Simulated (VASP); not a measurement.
The input files of a VASP run:

**POSCAR**
```
Lu
1
    1.7294584138    -2.9955099259    -0.0000000000
    1.7294584138     2.9955099259    -0.0000000000
   -0.0000000000    -0.0000000000     5.3836452554
Lu
2
Direct
  0.3333330000   0.6666670000   0.2500000000
  0.6666670000   0.3333330000   0.7500000000
```

File KPOINTS:
```
Automatic mesh
0
Gamma
11 11 6
0 0 0
```

### INCAR
```
AGGAC  =  0.0
ALGO  =  Normal
EDIFF  =  1E-6
EDIFFG  =  -0.01
ENCUT  =  520
GGA  =  CX
IBRION  =  2
ISIF  =  3
ISMEAR  =  1
LASPH  =  .TRUE.
LCHARG  =  .FALSE.
LMAXMIX  =  6
LREAL  =  .FALSE.
LUSE_VDW  =  .TRUE.
LWAVE  =  .FALSE.
NELM  =  100
NSW  =  60
PREC  =  Accurate
SIGMA  =  0.1
SYSTEM  =  Lu
```

POTCAR, in this order: Lu_3 (PBE.64 set). Program: vasp_std.

Write an equivalent input for Quantum ESPRESSO's pw.x.

One equivalent input (not run):
```
&CONTROL
  calculation = 'vc-relax'
  pseudo_dir = './pseudo'
  outdir = './out'
  tprnfor = .true.
  tstress = .true.
  nstep = 60
  forc_conv_thr = 0.00039
/
&SYSTEM
  ibrav = 0
  nat = 2
  ntyp = 1
  ecutwfc = 100
  occupations = 'smearing'
  smearing = 'methfessel-paxton'
  degauss = 0.00735
  input_dft = 'vdw-df-cx'
/
&ELECTRONS
  conv_thr = 7.3e-08
  electron_maxstep = 100
/
&IONS
/
&CELL
/
ATOMIC_SPECIES
  Lu 174.967 Lu.upf
CELL_PARAMETERS angstrom
     1.7294584   -2.9955099   -0.0000000
     1.7294584    2.9955099   -0.0000000
    -0.0000000   -0.0000000    5.3836453
ATOMIC_POSITIONS crystal
  Lu   0.3333330  0.6666670  0.2500000
  Lu   0.6666670  0.3333330  0.7500000
K_POINTS automatic
  11 11 6 0 0 0
```
Limits of the translation: the potentials are each code's own (VASP's PAW set, PseudoDojo norm-conserving files in pw.x), so ENCUT and ecutwfc are chosen apart and not converted; conv_thr bounds pw.x's estimated SCF error, while EDIFF bounds the energy change between steps; forc_conv_thr acts on force components and is met together with etot_conv_thr.

The compound is Lu in the hcp structure. It was relaxed first, which changed the volume by -5 %. The start is the result of an earlier pass.
